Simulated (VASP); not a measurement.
Here is the system:

```xyz
1
Lattice="2.6941 0.0000 0.0000 0.0000 2.6941 0.0000 0.0000 0.0000 2.6941" Properties=species:S:1:pos:R:3 pbc="T T T"
Au     0.0000     0.0000     0.0000
```

Level of theory: PBEsol GGA, VASP's PBE PAW potentials (set 64) (plane waves; VASP). Run with 400 eV cut-off, 15×15×15 Γ-centred mesh, tetrahedra with Blöchl corrections, potentials Au.

Unless said otherwise, spin-orbit coupling is left out, though it shifts the bands of the heavy elements here.

Task: What does the run give for the energy per atom (σ→0), band gap (on the k-mesh) with the smallest direct gap where there is one?

Result: 
| Quantity | Value |
|---|---|
| band gap (on the k-mesh) | none (metal, semimetal or under 0.01 eV) |
| energy per atom (σ→0) | -3.651 eV/atom |

The structure was generated: Au was put into the simple-cubic type (Pm-3m), which need not be its known phase. It was relaxed first.
